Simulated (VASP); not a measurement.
Output of a VASP run:

File OSZICAR:
```
       N       E                     dE             d eps       ncg     rms          rms(c)
DAV:   1     0.416456247733E+03    0.41646E+03   -0.32939E+04 10800   0.551E+02
DAV:   2    -0.105672176988E+03   -0.52213E+03   -0.49249E+03 12492   0.196E+02
DAV:   3    -0.128630103898E+03   -0.22958E+02   -0.22695E+02 12736   0.345E+01
DAV:   4    -0.128737320549E+03   -0.10722E+00   -0.10720E+00 12416   0.231E+00
DAV:   5    -0.128737791780E+03   -0.47123E-03   -0.47122E-03 12386   0.150E-01    0.766E+01
DAV:   6    -0.113761994729E+03    0.14976E+02   -0.93620E+00 11628   0.129E+01    0.619E+01
DAV:   7    -0.113540646910E+03    0.22135E+00   -0.15007E+00 12568   0.268E+00    0.394E+01
DAV:   8    -0.113499803919E+03    0.40843E-01   -0.31910E-01 11826   0.169E+00    0.965E+00
DAV:   9    -0.113456780996E+03    0.43023E-01   -0.55069E-02 11552   0.794E-01    0.313E+00
DAV:  10    -0.113456715922E+03    0.65074E-04   -0.52423E-03 12361   0.198E-01    0.905E-01
DAV:  11    -0.113456471639E+03    0.24428E-03   -0.44509E-04 11792   0.663E-02    0.430E-01
DAV:  12    -0.113456499038E+03   -0.27399E-04   -0.32969E-05 12200   0.188E-02    0.158E-01
DAV:  13    -0.113456508750E+03   -0.97121E-05   -0.13673E-05 12640   0.979E-03    0.462E-02
DAV:  14    -0.113456509052E+03   -0.30235E-06   -0.35405E-07 12304   0.164E-03    0.239E-02
DAV:  15    -0.113456508984E+03    0.68022E-07   -0.17438E-07 11920   0.114E-03
   1 F= -.11345651E+03 E0= -.11345651E+03  d E =-.127131E-41
 imaginary and real dielectric function
```

File OUTCAR:
```
------------------------ aborting loop because EDIFF is reached ----------------------------------------
  FORCE on cell =-STRESS in cart. coord.  units (eV):
  Direction    XX          YY          ZZ          XY          YZ          ZX
  --------------------------------------------------------------------------------------
  Total        0.0016146      0.0016146     -0.0150742      0.0000000      0.0000000      0.0000000
  in kB        0.0201607      0.0201607     -0.1882276      0.0000000      0.0000000      0.0000000
  external PRESSURE =      -0.0493021 kB  Pullay stress =       0.0000000 kB
  volume of cell :      128.31
      direct lattice vectors                 reciprocal lattice vectors
    -3.280630076  3.280630076  2.980491133     0.000000000  0.152409747  0.167757587
     3.280630076 -3.280630076  2.980491133     0.152409747  0.000000000  0.167757587
     3.280630076  3.280630076 -2.980491133     0.152409747  0.152409747  0.000000000
 POSITION                                       TOTAL-FORCE (eV/Angst)
 -----------------------------------------------------------------------------------
      0.00000      0.00000      0.00000         0.000000     -0.000000      0.000000
     -0.00000      3.28063      1.49025         0.000000     -0.000000     -0.000000
      3.28063     -0.00000      1.49025         0.000000     -0.000000     -0.000000
      0.00000      0.00000      2.98049         0.000000     -0.000000     -0.000000
      3.28063      2.06478     -1.08830         0.000000      0.001801      0.000296
      4.49648     -0.00000      0.40195        -0.001801     -0.000000      0.000296
     -0.00000      1.21585      1.89219         0.000000     -0.001801      0.000296
      2.06478      0.00000      0.40195         0.001801      0.000000      0.000296
      3.28063      1.21585      2.57854        -0.000000     -0.001801     -0.000296
      1.21585     -0.00000      4.06879        -0.001801     -0.000000     -0.000296
      3.28063     -1.21585      2.57854         0.000000      0.001801     -0.000296
      2.06478      3.28063      1.08830         0.001801     -0.000000     -0.000296
 -----------------------------------------------------------------------------------
    total drift:                                0.000000      0.000000     -0.000000
  FREE ENERGIE OF THE ION-ELECTRON SYSTEM (eV)
  ---------------------------------------------------
  free  energy   TOTEN  =      -113.4565089840 eV

  energy  without entropy=     -113.4565089840  energy(sigma->0) =     -113.45650898

 plasma frequency squared (from intraband transitions) (eV^2)
  --------------------------------------------------------------------------------------
       0.000       0.000       0.000
       0.000       0.000      -0.000
       0.000      -0.000       0.000

 plasma frequency squared (from interband transitions, int dw w eps(2)(w)) (eV^2)
  --------------------------------------------------------------------------------------
     677.324       0.000       0.000       0.000      -0.000      -0.000
       0.000      -0.000     677.324       0.000      -0.000      -0.000
      -0.000       0.000      -0.000       0.000     680.264       0.000
```
(Selected blocks of OUTCAR.)

File POSCAR:
```
HfSiO4
1
   -3.2806300758     3.2806300758     2.9804911333
    3.2806300758    -3.2806300758     2.9804911333
    3.2806300758     3.2806300758    -2.9804911333
Hf Si O
2 2 8
Direct
  0.0000000000   0.0000000000   0.0000000000
  0.7500000000   0.2500000000   0.5000000000
  0.2500000000   0.7500000000   0.5000000000
  0.5000000000   0.5000000000   0.0000000000
  0.1321230972   0.3174298213   0.8146932759
  0.0674298213   0.7527365455   0.6853067241
  0.5027365455   0.3174298213   0.1853067241
  0.0674298213   0.3821230972   0.3146932759
  0.6178769028   0.9325701787   0.6853067241
  0.6825701787   0.8678769028   0.1853067241
  0.2472634545   0.9325701787   0.3146932759
  0.6825701787   0.4972634545   0.8146932759
```

**Question.** Write an INCAR and KPOINTS that could have produced this output.

**Answer.** Several could match; the one computed here: the input of the run itself, PBEsol GGA, plane waves, VASP's PBE PAW potentials (set 64).

**INCAR**
```
SYSTEM = HfSiO4
PREC = Accurate
ENCUT = 520
EDIFF = 1E-7
NELM = 100
ALGO = Normal
LREAL = .FALSE.
LASPH = .TRUE.
ISMEAR = 0
SIGMA = 0.01
GGA = PS
LMAXMIX = 6
LWAVE = .FALSE.
LCHARG = .FALSE.
LOPTICS = .TRUE.
NBANDS = 135
NEDOS = 1001
CSHIFT = 0.1
```

**KPOINTS**
```
Automatic mesh
0
gamma
  7 7 7
```

POTCAR, in this order: Hf_pv Si O (PBE.64 set). Program: vasp_std.

The structure comes from a computed database's HfSiO4 entry (I4_1/amd); how it stands against other phases isn't given here. It was relaxed first.
